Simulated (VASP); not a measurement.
**Hg3Ge under changes of volume**

One of the cells (24.257 Å³/atom); the others are scaled copies at fixed shape and fractional positions:

```
Hg Ge
1.0
     6.51331    0.00000    0.00000
    -3.25665    5.64069    0.00000
     0.00000    0.00000    5.28199
Hg Ge
6 2
Cartesian
  0.0000 1.9024 1.3205
  -1.6091 4.6895 1.3205
  1.6091 4.6895 1.3205
  3.2567 3.7383 3.9615
  4.8658 0.9512 3.9615
  1.6475 0.9512 3.9615
  0.0000 3.7605 3.9615
  3.2567 1.8802 1.3205
```

The cell comes from a database or a generator and needn't be the stable form of this composition.

- Program: VASP 6.6.1
- Functional: PBE
- Potentials or basis: VASP PAW PBE potentials, release 64 (Hg, Ge_d)
- Cutoff: 520 eV
- k mesh: 5 × 5 × 5
- Occupations: fermi-dirac, width 0.05 eV
- Spin: no spin polarisation

| volume (Å³/atom) | energy over the lowest point (meV/atom) | pressure (GPa) | largest force (eV/Å) |
| --- | --- | --- | --- |
| 22.355 | 11.71 | 3.1 | 0.051 |
| 22.830 | 4.15 | 1.9 | 0.043 |
| 23.306 | 0.00 | 0.8 | 0.035 |
| 24.257 | 0.12 | -0.9 | 0.019 |
| 24.733 | 3.64 | -1.6 | 0.011 |
| 25.209 | ? | ? | ? |

Task: What does the run at 25.209 Å³/atom give?

Result: Energy over the lowest point 9.07 meV/atom; pressure -2.2 GPa; largest force 0.003 eV/Å.

Worked out: A Birch-Murnaghan fit of order 3 (a polynomial in V^(-2/3)) to the other rows has its minimum at 23.76 Å³/atom with B0 = V·E''(V) = 43 GPa and B' = 6.5 at fixed shape and positions, which overstates the stiffness. It gives 9.03 meV/atom at 25.209 Å³/atom, against the run's 9.07, and -dE/dV = -2.1 GPa, against -2.2.

Energies are extrapolated to zero smearing.
